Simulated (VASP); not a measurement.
Shape and ions are relaxed at each volume.

Energy against volume of Tb (hcp). Method: RPBE GGA, VASP's PBE PAW potentials (set 64) (plane waves; VASP).

The 4f electrons are frozen in the core of the lanthanide potential, so 4f levels, which can set the real gap, and their magnetism are missing.

```
V (Å³/atom)  E (eV/atom)
-----------  -----------
31.944          -4.20254
32.963          -4.21283
33.983          -4.21565
35.002          -4.21200
36.022          -4.20233
```

### Question
Fit a third-order Birch-Murnaghan equation of state.

### Answer

```
Quantity                                         Result
---------------------------------------  --------------
volume per atom                          33.90 Å^3/atom
bulk modulus                                   34.8 GPa
pressure derivative of the bulk modulus            2.67
```

Measured: bulk modulus 38.7 GPa (computed value off by -10.1 %), as given by Wikipedia, Terbium (infobox). The calculation is for a static lattice, while the measured bulk modulus holds thermal and zero-point effects, which are part of the difference.

The compound is Tb in the hcp structure. It was relaxed first, which changed the volume by +6 %.
